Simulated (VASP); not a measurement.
Input:

```
Cd
1.0
    1.51347    -2.62141     0.00000
    1.51347     2.62141     0.00000
    0.00000     0.00000     5.69455
Cd
2
Direct
  0.33333   0.66667   0.25000
  0.66667   0.33333   0.75000
```

Level of theory: SCAN meta-GGA, VASP's PBE PAW potentials (set 64) (plane waves; VASP). Settings: 520 eV cut-off, 14×14×7 Γ-centred mesh, first-order Methfessel-Paxton smearing of 0.10 eV, potentials Cd.

Question: The ions and cell shape at fixed volume are relaxed. Which structure does the run end with?

Answer: 
```
Cd
1.0
    1.45843    -2.52608     0.00000
    1.45843     2.52608     0.00000
    0.00000     0.00000     6.13246
Cd
2
Direct
  0.33333   0.66667   0.25000
  0.66667   0.33333   0.75000
```
Space group P6_3/mmc (194), at a tolerance of 0.03 Å.

Question: How much energy does the relaxation gain?

Answer: The energy (σ→0) changes by -12.0 meV/atom, in 8 ionic steps.

The compound is Cd in the hcp structure. This cell is one point of a volume scan, at 1.06 of the reference volume. Symmetry was kept, so distortions that lower it aren't found.
